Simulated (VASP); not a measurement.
Here is the system:

```
CELL_PARAMETERS angstrom
      4.65657     0.00000     0.00000
     -2.32829     4.03271     0.00000
      0.00000     0.00000     2.54600
ATOMIC_POSITIONS crystal
  Mo 0.00000 0.00000 0.00000
  Mo 0.33333 0.66667 0.50000
  Mo 0.66667 0.33333 0.50000
```

Level of theory: r2SCAN meta-GGA, VASP's PBE PAW potentials (set 64) (plane waves; VASP 6.6.1). Settings: 400 eV cut-off, 9×9×13 Γ-centred mesh, tetrahedra with Blöchl corrections, potentials Mo_sv.

The cores are frozen, which limits the accuracy of field gradients.

Give the principal components of the electric field gradient (V/Å²) and the asymmetry η at each nucleus.

```json
[
 {"atom": "Mo1", "Vxx": "-40.7", "Vyy": "-40.7", "Vzz": "81.4", "η": "0.00"},
 {"atom": "Mo2", "Vxx": "-51.8", "Vyy": "-51.8", "Vzz": "103.7", "η": "0.00"},
 {"atom": "Mo3", "Vxx": "-51.8", "Vyy": "-51.8", "Vzz": "103.7", "η": "0.00"}
]
```

The structure was generated: Mo was put into the omega type (P6/mmm), which need not be its known phase. It was relaxed first.
